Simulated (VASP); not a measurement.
Input:

```xyz
2
Lattice="1.7782 -3.0800 0.0000 1.7782 3.0800 0.0000 0.0000 0.0000 5.5223" Properties=species:S:1:pos:R:3 pbc="T T T"
Tm     1.7782     1.0267     1.3806
Tm     1.7782    -1.0267     4.1417
```

Calculation: r2SCAN meta-GGA, VASP's PBE PAW potentials (set 64) (plane waves; VASP). Settings: 480 eV cut-off, 12×12×6 Γ-centred mesh, first-order Methfessel-Paxton smearing of 0.10 eV, potentials Tm_3.

The 4f electrons are frozen in the core of the lanthanide potential, so 4f levels, which can set the real gap, and their magnetism are missing.

### Question
Estimate the energy per atom (σ→0), band gap (on the k-mesh) with the smallest direct gap where there is one.

### Answer

```
Quantity                                                     Value
------------------------  ----------------------------------------
band gap (on the k-mesh)  none (metal, semimetal or under 0.01 eV)
energy per atom (σ→0)                              -35.118 eV/atom
```

The absolute energy has meaning only against runs of the same code, potentials and settings.

The compound is Tm in the hcp structure. It was relaxed first.
